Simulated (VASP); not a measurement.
# HfZrSe3 (R-3) in VASP: notebook, part 2 of 2

VASP 6.6.1. Earlier steps stand in the parts before.

## Step 3: Relaxation of cell and atoms, PBE

Contents of INCAR:

```
SYSTEM = HfZrSe3
PREC = Accurate ; ENCUT = 520
EDIFF = 1E-7 ; ISMEAR = 0
SIGMA = 0.1 ; LREAL = .FALSE.
LASPH = .TRUE. ; NELM = 120
ALGO = Normal ; ISIF = 3
LWAVE = .FALSE. ; LCHARG = .FALSE.
GGA = PE ; IBRION = 2
NSW = 60 ; EDIFFG = -0.005
POTIM = 0.3 ; KPAR = 8
```

Contents of KPOINTS:

```
Automatic mesh
0
G
  6 6 6
  0 0 0
```

Contents of POSCAR:

```
HfZrSe3                                 
1.0
    3.2417218361      1.8716090038      6.4781050446
   -3.2417218552      1.8716089707      6.4781050446
    0.0000000191     -3.7432179645      6.4781050446
  Zr              Hf              Se            
     2     2     6
Direct
     0.0000000000000000    0.0000000000000000    1.0000000000000000
     0.5000000000000000    0.5000000000000000    0.5000000000000000
     0.3358713957487353    0.3358713957487353    0.3358713957487363
     0.6641286042512646    0.6641286042512646    0.6641286042512637
     0.2437262212578261    0.5781504059876695    0.9230835766387434
     0.9230835766387460    0.2437262212578188    0.5781504059876755
     0.5781504059876680    0.9230835766387516    0.2437262212578198
     0.7562737787421739    0.4218495940123304    0.0769164233612565
     0.0769164233612541    0.7562737787421813    0.4218495940123244
     0.4218495940123321    0.0769164233612484    0.7562737787421802
```

Potentials or basis: VASP PAW PBE potentials, release 64 (Zr_sv, Hf_pv, Se).

On the command line:

```bash
> cat potpaw_PBE.64/Zr_sv/POTCAR potpaw_PBE.64/Hf_pv/POTCAR potpaw_PBE.64/Se/POTCAR > POTCAR
> mpirun -np 8 vasp_std > vasp.out
```

OUTCAR:

```text
SYSTEM = HfZrSe3
   PREC = Accurate
   ENCUT = 520
   EDIFF = 1E-7
   ISMEAR = 0
   LREAL = .FALSE.
   LASPH = .TRUE.
   NELM = 120
   ISIF = 3
   GGA = PE
   IBRION = 2
   NSW = 60
   EDIFFG = -0.005
   POTIM = 0.3

 ion  position               nearest neighbor table
   1  0.000  0.000  0.000-   5 2.72   8 2.72   6 2.72   9 2.72   7 2.72  10 2.72   4 3.74   3 3.74
                             4 3.74   3 3.74   4 3.74   3 3.74
   2  0.500  0.500  0.500-   6 2.71   9 2.71   8 2.71   5 2.71   7 2.71  10 2.71   3 3.19   4 3.19

   3  0.336  0.336  0.336-   7 2.72   5 2.72   6 2.72   9 2.72  10 2.72   8 2.72   2 3.19   1 3.74
                             1 3.74   1 3.74   4 3.74   4 3.74   4 3.74
   4  0.664  0.664  0.664-  10 2.72   8 2.72   9 2.72   6 2.72   7 2.72   5 2.72   2 3.19   1 3.74
                             1 3.74   1 3.74   3 3.74   3 3.74   3 3.74
   5  0.244  0.578  0.923-   2 2.71   1 2.72   3 2.72   4 2.72
   6  0.923  0.244  0.578-   2 2.71   1 2.72   3 2.72   4 2.72
   7  0.578  0.923  0.244-   2 2.71   1 2.72   3 2.72   4 2.72
   8  0.756  0.422  0.077-   2 2.71   1 2.72   4 2.72   3 2.72
   9  0.077  0.756  0.422-   2 2.71   1 2.72   4 2.72   3 2.72
  10  0.422  0.077  0.756-   2 2.71   1 2.72   4 2.72   3 2.72

  LATTYP: Found a trigonal (rhomboedric) cell.
 ALAT       =     7.4818129952
 COS(alpha) =     0.6245364394

  Lattice vectors:

 A1 = (   3.2417218361,   1.8716090038,   6.4781050446)
 A2 = (  -3.2417218552,   1.8716089707,   6.4781050446)
 A3 = (   0.0000000191,  -3.7432179645,   6.4781050446)

Analysis of symmetry for initial positions (statically):
=====================================================================
 Subroutine PRICEL returns:
 Original cell was already a primitive cell.

 Routine SETGRP: Setting up the symmetry group for a
 trigonal (rhombohedral) supercell.

 Subroutine GETGRP returns: Found  6 space group operations
 (whereof  6 operations were pure point group operations)
 out of a pool of 12 trial point group operations.

The static configuration has the point symmetry S_6 .

[... 157 lines left out ...]
   LEPSILON=     F    determine dielectric tensor
   LRPA    =     F    only Hartree local field effects (RPA)
 conjugate gradient relaxation of ions
 non-spin polarized calculation
 Gauss-broadening in eV      SIGMA  =   0.10
  energy-cutoff  :      520.00
  volume of cell :      235.83
 maximum number of plane-waves:      6382
   NGX = 27   NGY = 27   NGZ = 27

--------------------------------------- Ionic step        1  -------------------------------------------

 number of electron      79.9999999 magnetization

 Free energy of the ion-electron system (eV)
  ---------------------------------------------------
  ext. energy  EPLUGINS =         0.00000000
  ---------------------------------------------------
  free energy    TOTEN  =       -71.01850670 eV

  energy without entropy =      -70.99158448  energy(sigma->0) =      -71.00504559

------------------------ aborting loop because EDIFF is reached ----------------------------------------

  FORCE on cell =-STRESS in cart. coord.  units (eV):
  Direction    XX          YY          ZZ          XY          YZ          ZX
  --------------------------------------------------------------------------------------
  -------------------------------------------------------------------------------------
  Total       -0.0064588     -0.0064588      0.0182932     -0.0000001      0.0000000      0.0000000
  in kB       -0.0438808     -0.0438808      0.1242828     -0.0000007      0.0000000      0.0000000
  external PRESSURE =       0.0121737 kB  Pullay stress =       0.0000000 kB
[... 75 lines left out ...]
--------------------------------------- Ionic step        3  -------------------------------------------

 number of electron      79.9999999 magnetization

 Free energy of the ion-electron system (eV)
  ---------------------------------------------------
  ext. energy  EPLUGINS =         0.00000000
  ---------------------------------------------------
  free energy    TOTEN  =       -71.01852871 eV

  energy without entropy =      -70.99165050  energy(sigma->0) =      -71.00508961

 E-fermi :   5.6448     XC(G=0): -10.0087

 val. band max:        5.6387485024   @ k =   0.1667   0.0000   0.0000
 cond. band min:       5.6477266061   @ k =   0.5000   0.3333   0.1667
 fundamental gap:      0.0089781037
 Fermi energy:         5.6448270429

 k-point     1 :       0.0000    0.0000    0.0000
  band No.  band energies     occupation
      1     -44.2926      2.00000
      2     -44.1566      2.00000
      3     -26.1456      2.00000
      4     -26.1456      2.00000
      5     -26.0857      2.00000
      6     -26.0857      2.00000
[... 1213 lines left out ...]
     47       7.4016      0.00000
     48       7.8319      0.00000

 [... further k-points ...]

------------------------ aborting loop because EDIFF is reached ----------------------------------------

  FORCE on cell =-STRESS in cart. coord.  units (eV):
  Direction    XX          YY          ZZ          XY          YZ          ZX
  --------------------------------------------------------------------------------------
  -------------------------------------------------------------------------------------
  Total       -0.0362785     -0.0362785     -0.0456544     -0.0000001     -0.0000000     -0.0000000
  in kB       -0.2464586     -0.2464586     -0.3101543     -0.0000009     -0.0000000     -0.0000000
  external PRESSURE =      -0.2676905 kB  Pullay stress =       0.0000000 kB
[... 25 lines left out ...]
  FREE ENERGIE OF THE ION-ELECTRON SYSTEM (eV)
  ---------------------------------------------------
  free  energy   TOTEN  =       -71.0185287145 eV

  energy  without entropy=      -70.9916504989  energy(sigma->0) =      -71.00508961

 reached required accuracy - stopping structural energy minimisation
```

CONTCAR:

```text
HfZrSe3
   1.00000000000000
     3.2414941971437021    1.8714775812271840    6.4793934463913896
    -3.2414942204354653    1.8714775408668407    6.4793934463913896
     0.0000000232917634   -3.7429551120927376    6.4793934463908149
  Zr              Hf              Se
     2     2     6
Direct
     0.0000000000000000    0.0000000000000000    0.0000000000000000
     0.5000000000000000    0.5000000000000000    0.5000000000000000
     0.3358888191560030    0.3358888191560030    0.3358888191560102
     0.6641111808439969    0.6641111808439969    0.6641111808439898
     0.2435764195486396    0.5781585901370241    0.9231841993530557
     0.9231841993530557    0.2435764195486325    0.5781585901370312
     0.5781585901370241    0.9231841993530628    0.2435764195486396
     0.7564235804513604    0.4218414098629759    0.0768158006469443
     0.0768158006469443    0.7564235804513675    0.4218414098629688
     0.4218414098629759    0.0768158006469371    0.7564235804513604

  0.00000000E+00  0.00000000E+00  0.00000000E+00
  0.00000000E+00  0.00000000E+00  0.00000000E+00
  0.00000000E+00  0.00000000E+00  0.00000000E+00
  0.00000000E+00  0.00000000E+00  0.00000000E+00
  0.00000000E+00  0.00000000E+00  0.00000000E+00
  0.00000000E+00  0.00000000E+00  0.00000000E+00
  0.00000000E+00  0.00000000E+00  0.00000000E+00
  0.00000000E+00  0.00000000E+00  0.00000000E+00
  0.00000000E+00  0.00000000E+00  0.00000000E+00
  0.00000000E+00  0.00000000E+00  0.00000000E+00
```

Wall time 2.8 min (8 MPI ranks of Intel Xeon 6975P-C (Granite Rapids), shared host); peak memory 0.75 GiB.

What came out:

* Free energy: -71.0185 eV
* Energy gained by relaxing: 0.0 meV/atom
* Ionic steps: 3
* Pressure after relaxing: 0.0 GPa
* Largest force after relaxing: 0.004 eV/Å
* Band gap on the k mesh: none (metal or under the smearing width)

Forces in eV/Å, atoms in the order of the input:
```
Zr   0.000  0.000  0.000
Zr   0.000  0.000  0.000
Hf   0.000  0.000  0.004
Hf   0.000  0.000 -0.004
Se   0.001 -0.001  0.000
Se   0.000  0.001  0.000
Se  -0.001  0.000  0.000
Se  -0.001  0.001  0.000
Se   0.000 -0.001  0.000
Se   0.001  0.000  0.000
```

Final structure:
```yaml
crystal:
  lattice:
    - [3.24149, 1.87148, 6.47939]
    - [-3.24149, 1.87148, 6.47939]
    - [0.00000, -3.74296, 6.47939]
  atoms:
    - { symbol: Zr, position: [0.00000, 0.00000, 0.00000] }
    - { symbol: Zr, position: [0.50000, 0.50000, 0.50000] }
    - { symbol: Hf, position: [0.33589, 0.33589, 0.33589] }
    - { symbol: Hf, position: [0.66411, 0.66411, 0.66411] }
    - { symbol: Se, position: [0.24358, 0.57816, 0.92318] }
    - { symbol: Se, position: [0.92318, 0.24358, 0.57816] }
    - { symbol: Se, position: [0.57816, 0.92318, 0.24358] }
    - { symbol: Se, position: [0.75642, 0.42184, 0.07682] }
    - { symbol: Se, position: [0.07682, 0.75642, 0.42184] }
    - { symbol: Se, position: [0.42184, 0.07682, 0.75642] }
```
